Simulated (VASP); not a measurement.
Consider the following.

```
TmN
1.0
    2.85000     0.00000     0.00000
    0.00000     2.85000     0.00000
    0.00000     0.00000     2.85000
Tm N
1 1
Cartesian
  0.00000   0.00000   0.00000
  1.42500   1.42500   1.42500
```

Computed with PBE GGA, VASP's PBE PAW potentials (set 64) (plane waves; VASP). Settings: 520 eV cut-off, 8×8×8 Γ-centred mesh, Gaussian smearing of 0.050 eV, potentials Tm_3 N.

The 4f electrons are frozen in the core of the lanthanide potential, so 4f levels, which can set the real gap, and their magnetism are missing.

### Question
Give the stress tensor in GPa (positive for a compressed cell).

### Answer

```
19.05   0.00   0.00
 0.00  19.05   0.00
 0.00   0.00  19.05
```
The pressure is its mean diagonal, 19.05 GPa.

The structure was generated: TmN was put into the CsCl type (Pm-3m), which need not be its known phase. The cell was not relaxed at this level.
